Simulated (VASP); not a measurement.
Data:

```xyz
6
Lattice="3.4777 0.0000 0.0000 -1.7388 3.0117 0.0000 0.0000 0.0000 13.8243" Properties=species:S:1:pos:R:3 pbc="T T T"
W      0.0000     2.0078     3.4561
W      1.7388     1.0039    10.3682
Te     0.0000     2.0078     8.5609
Te     1.7388     1.0039     1.6488
Te     1.7388     1.0039     5.2633
Te     0.0000     2.0078    12.1755
```

These are LDA (Ceperley-Alder, Perdew-Zunger), VASP's LDA PAW potentials (set 64) (plane waves; VASP 6.6.1) values and carry that method's errors. Numerical set-up: 400 eV cut-off, 8×8×2 Γ-centred mesh, tetrahedra with Blöchl corrections, potentials W_sv Te.

The cores are frozen, which limits the accuracy of field gradients.

**Question.** Give the principal components of the electric field gradient (V/Å²) and the asymmetry η at each nucleus.

**Answer.** 
```
atom   Vxx   Vyy     Vzz     η
----  ----  ----  ------  ----
W1    85.6  85.5  -171.1  0.00
W2    85.6  85.5  -171.1  0.00
Te3   74.0  74.0  -148.1  0.00
Te4   74.0  74.0  -148.1  0.00
Te5   74.0  74.0  -148.1  0.00
Te6   74.0  74.0  -148.1  0.00
```

The structure was generated: Te2W was put into the 2H-MoS2 type (P6_3/mmc), which need not be its known phase. It was relaxed first, which changed the volume by -19 %.
